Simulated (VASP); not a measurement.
Output of a VASP run:

OUTCAR:
```
 ion  position               nearest neighbor table
   1  0.000  0.000  0.000-   2 2.35   3 2.35   2 2.35   3 2.35   3 2.35   3 2.35   2 2.35   2 2.35
                             3 2.35   3 2.35   2 2.35   2 2.35
   2  0.333  0.667  0.500-   3 1.70   3 1.70   3 1.70   1 2.35   1 2.35   1 2.35   1 2.35   1 2.35
                             1 2.35
   3  0.667  0.333  0.500-   2 1.70   2 1.70   2 1.70   1 2.35   1 2.35   1 2.35   1 2.35   1 2.35
                             1 2.35
  LATTYP: Found a hexagonal cell.
 ALAT       =     2.9430400976
 C/A-ratio  =     1.1037309187
 Subroutine PRICEL returns:
 Original cell was already a primitive cell.
 Subroutine GETGRP returns: Found 24 space group operations
The static configuration has the point symmetry D_6h.
The dynamic configuration has the point symmetry D_6h.
 Subroutine INISYM returns: Found 24 space group operations
 Subroutine IBZKPT returns following result:
 Found     95 irreducible k-points:

 Following reciprocal coordinates:
            Coordinates               Weight
  0.000000  0.000000  0.000000      1.000000
  0.083333 -0.000000  0.000000      6.000000
  0.166667 -0.000000  0.000000      6.000000
  0.250000 -0.000000  0.000000      6.000000
  0.333333 -0.000000  0.000000      6.000000
  0.416667 -0.000000  0.000000      6.000000
  0.500000 -0.000000  0.000000      3.000000
  0.083333  0.083333  0.000000      6.000000
  0.166667  0.083333  0.000000     12.000000
  0.250000  0.083333  0.000000     12.000000
  0.333333  0.083333  0.000000     12.000000
  0.416667  0.083333  0.000000     12.000000
  0.166667  0.166667  0.000000      6.000000
  0.250000  0.166667  0.000000     12.000000
  0.333333  0.166667  0.000000     12.000000
  0.416667  0.166667  0.000000      6.000000
  0.250000  0.250000  0.000000      6.000000
  0.333333  0.250000  0.000000     12.000000
  0.333333  0.333333  0.000000      2.000000
  0.000000  0.000000  0.111111      2.000000
  0.083333 -0.000000  0.111111     12.000000
  0.166667 -0.000000  0.111111     12.000000
  0.250000 -0.000000  0.111111     12.000000
  0.333333 -0.000000  0.111111     12.000000
  0.416667 -0.000000  0.111111     12.000000
  0.500000 -0.000000  0.111111      6.000000
  0.083333  0.083333  0.111111     12.000000
  0.166667  0.083333  0.111111     24.000000
  0.250000  0.083333  0.111111     24.000000
  0.333333  0.083333  0.111111     24.000000
  0.416667  0.083333  0.111111     24.000000
  0.166667  0.166667  0.111111     12.000000
  0.250000  0.166667  0.111111     24.000000
  0.333333  0.166667  0.111111     24.000000
  0.416667  0.166667  0.111111     12.000000
  0.250000  0.250000  0.111111     12.000000
  0.333333  0.250000  0.111111     24.000000
  0.333333  0.333333  0.111111      4.000000
  0.000000  0.000000  0.222222      2.000000
  0.083333 -0.000000  0.222222     12.000000
   k-points           NKPTS =     95   k-points in BZ     NKDIM =     95   number of bands    NBANDS=      8
   number of dos      NEDOS =    301   number of ions     NIONS =      3
   total plane-waves  NPLWV =  16128
   dimension x,y,z NGX =    24 NGY =   24 NGZ =   28
   dimension x,y,z NGXF=    48 NGYF=   48 NGZF=   56
   ions per type =               1   2
   PREC   = accura    normal or accurate (medium, high low for compatibility)
   ISTART =      0    job   : 0-new  1-cont  2-samecut
   ICHARG =      2    charge: 1-file 2-atom 10-const
   ISPIN  =      1    spin polarized calculation?
   LNONCOLLINEAR =      F non collinear calculations
   LSORBIT =      F    spin-orbit coupling
   INIWAV =      1    electr: 0-lowe 1-rand  2-diag
   ENCUT  =  620.0 eV  45.57 Ry    6.75 a.u.   5.98  5.98  6.59*2*pi/ulx,y,z
   NELM   =    100;   NELMIN=  2; NELMDL= -5     # of ELM steps
   EDIFF  = 0.1E-05   stopping-criterion for ELM
   LREAL  =      F    real-space projection
   NLSPLINE    = F    spline interpolate recip. space projectors
   LMAXMIX     =    2 max onsite mixed and CHGCAR
...
```

**OSZICAR**
```
       N       E                     dE             d eps       ncg     rms          rms(c)
DAV:   1     0.958713728458E+01    0.95871E+01   -0.46724E+03  1632   0.101E+03
DAV:   2    -0.174078076705E+02   -0.26995E+02   -0.26101E+02  2168   0.134E+02
DAV:   3    -0.177036018775E+02   -0.29579E+00   -0.29265E+00  1920   0.161E+01
DAV:   4    -0.177039300647E+02   -0.32819E-03   -0.32819E-03  2304   0.521E-01
DAV:   5    -0.177039302595E+02   -0.19487E-06   -0.19451E-06  1984   0.950E-03    0.578E+00
DAV:   6    -0.161831570461E+02    0.15208E+01   -0.23307E+00  1656   0.898E+00    0.282E+00
DAV:   7    -0.159000183550E+02    0.28314E+00   -0.12344E+00  1856   0.643E+00    0.810E-01
DAV:   8    -0.158969413011E+02    0.30771E-02   -0.76341E-02  1624   0.199E+00    0.272E-01
DAV:   9    -0.158921130236E+02    0.48283E-02   -0.15237E-02  1816   0.731E-01    0.467E-02
DAV:  10    -0.158920855769E+02    0.27447E-04   -0.98997E-04  2144   0.211E-01    0.241E-02
DAV:  11    -0.158920586049E+02    0.26972E-04   -0.13024E-04  1720   0.741E-02    0.201E-03
DAV:  12    -0.158920586254E+02   -0.20496E-07   -0.12820E-06  1704   0.105E-02
   1 F= -.11329661E+02 E0= -.11329744E+02  d E =-.113297E+02
```

### OUTCAR
```
------------------------ aborting loop because EDIFF is reached ----------------------------------------
  FORCE on cell =-STRESS in cart. coord.  units (eV):
  Direction    XX          YY          ZZ          XY          YZ          ZX
  --------------------------------------------------------------------------------------
  Total        4.6052962      4.6052935      4.5641694      0.0000000     -0.0000000      0.0000000
  in kB      302.8208056    302.8206277    300.1165131      0.0000000     -0.0000000      0.0000000
  external PRESSURE =       1.9193154 kB  Pullay stress =     300.0000000 kB
  volume of cell :       24.37
      direct lattice vectors                 reciprocal lattice vectors
     1.471520373 -2.548747302  0.000000000     0.339784626 -0.196174803  0.000000000
     1.471520373  2.548747302  0.000000000     0.339784626  0.196174803  0.000000000
     0.000000000  0.000000000  3.248324351     0.000000000  0.000000000  0.307851031
 POSITION                                       TOTAL-FORCE (eV/Angst)
 -----------------------------------------------------------------------------------
      0.00000      0.00000      0.00000        -0.000000      0.000000      0.000000
      1.47152      0.84958      1.62416         0.000000      0.000000      0.000000
      1.47152     -0.84958      1.62416        -0.000000     -0.000000      0.000000
 -----------------------------------------------------------------------------------
    total drift:                                0.000000     -0.000000      0.000000
  FREE ENERGIE OF THE ION-ELECTRON SYSTEM (eV)
  ---------------------------------------------------
  free  energy   TOTEN  =       -15.8920586254 eV

  energy  without entropy=      -15.8923070971  energy(sigma->0) =      -15.89214145
  enthalpy is  TOTEN    =       -11.3296611948 eV   P V=        4.5623974306

 reached required accuracy - stopping structural energy minimisation
```
(Selected blocks of OUTCAR.)

POSCAR:
```
MgB2
1
    1.4715203731    -2.5487473016    -0.0000000000
    1.4715203731     2.5487473016    -0.0000000000
    0.0000000000    -0.0000000000     3.2483243506
Mg B
1 2
Direct
  0.0000000000   0.0000000000   0.0000000000
  0.3333330000   0.6666670000   0.5000000000
  0.6666670000   0.3333330000   0.5000000000
```

Q: Reconstruct the remaining input files.

A: This is not unique; one that fits is the input of the run itself, PBEsol GGA, plane waves, VASP's PBE PAW potentials (set 64).

### KPOINTS
```
Regular mesh
0
gamma
 12 12 9
```

**INCAR**
```
SYSTEM=MgB2
PREC=Accurate; ENCUT=620; LREAL=F
LASPH=T
EDIFF=1E-6; NELM=100; ALGO=Normal
ISMEAR=1; SIGMA=0.1
GGA=PS
IBRION=2; NSW=40; ISIF=3
EDIFFG=-0.02; PSTRESS=300
LWAVE=F; LCHARG=F
```

POTCAR, in this order: Mg B (PBE.64 set). Program: vasp_std.

The compound is MgB2 in the AlB2 type structure. It was relaxed first under an external pressure of 30 GPa.
